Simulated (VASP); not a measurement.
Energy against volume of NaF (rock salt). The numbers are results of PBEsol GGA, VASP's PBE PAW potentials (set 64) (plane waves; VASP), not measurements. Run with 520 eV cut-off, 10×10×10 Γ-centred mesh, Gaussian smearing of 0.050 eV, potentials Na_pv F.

| V (Å³/atom) | E (eV/atom) |
|---|---|
| 12.034 | -4.38204 |
| 12.407 | -4.38437 |
| 12.779 | -4.38328 |
| 13.151 | -4.37923 |

Question: Fit these four points and predict the energy of the run at 11.662 Å³/atom.

Answer: A cubic in V^(−2/3), the third-order Birch-Murnaghan form, passes through the four points with V0 = 12.47 Å³/atom and B0 = 48 GPa, and gives -4.3758 eV/atom there. The run gave -4.3755 eV/atom, +0.2 meV/atom from the fit; all five points give B0 = 49 GPa.

The compound is NaF in the rock salt structure. It was relaxed first.
